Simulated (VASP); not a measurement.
Input:

```
CELL_PARAMETERS angstrom
      3.00135     0.00000     0.00000
      0.00000     3.00135     0.00000
      0.00000     0.00000     3.00135
ATOMIC_POSITIONS crystal
  Al 0.50000 0.50000 0.50000
  Ru 0.00000 0.00000 0.00000
```

All values below come from PBE GGA, VASP's PBE PAW potentials (set 64) (plane waves; VASP 6.6.1). Run with 480 eV cut-off, 12×12×12 Γ-centred mesh, first-order Methfessel-Paxton smearing of 0.10 eV, potentials Al Ru_pv.

Energy and stress use the plane-wave basis of the starting cell.

Problem. The ions, cell shape and volume at an external pressure of 20.0 GPa are relaxed. What does this cell relax into?

Solution. 
```
CELL_PARAMETERS angstrom
      2.92230     0.00000     0.00000
      0.00000     2.92230     0.00000
      0.00000     0.00000     2.92230
ATOMIC_POSITIONS crystal
  Al 0.50000 0.50000 0.50000
  Ru 0.00000 0.00000 0.00000
```
Space group Pm-3m (221), at a tolerance of 0.03 Å.

Problem. How do energy and volume change from the first to the last step?

Solution. The energy (σ→0) changes by +61.6 meV/atom and the volume by -7.7 %, in 7 ionic steps.

```csv
step,E(σ→0) (eV),max force (eV/Å),pressure (GPa),volume (Å³)
1,-14.2649,0.000,0.35,27.04
2,-12.9257,0.000,89.09,21.05
3,-14.1558,0.000,18.67,25.07
4,-14.1443,0.000,19.76,24.98
5,-14.1393,0.000,20.22,24.94
6,-14.1460,0.000,19.60,24.99
7,-14.1416,0.000,20.01,24.96
```

The compound is RuAl in the CsCl type structure. This run relaxes it under an external pressure of 20 GPa. Symmetry was kept, so distortions that lower it aren't found. The electron count is odd and the run is not spin-polarised, which forces a metal.
